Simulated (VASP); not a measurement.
Here is the system:

```xyz
2
Lattice="1.3977 -2.4210 0.0000 1.3977 2.4210 0.0000 0.0000 0.0000 4.3896" Properties=species:S:1:pos:R:3 pbc="T T T"
Ru     1.3977     0.8070     1.0974
Ru     1.3977    -0.8070     3.2922
```

Computed with vdW-DF2, VASP's PBE PAW potentials (set 64) (plane waves; VASP). Numerical set-up: 520 eV cut-off, 17×17×9 Γ-centred mesh, tetrahedra with Blöchl corrections, potentials Ru_pv.

Q: What does the run give for the energy per atom (σ→0), band gap (on the k-mesh) with the smallest direct gap where there is one?

A: 
* **band gap (on the k-mesh)**: none (metal, semimetal or under 0.01 eV)
* **energy per atom (σ→0)**: -4.908 eV/atom

The compound is Ru in the hcp structure. It was relaxed first, which changed the volume by +9 %.
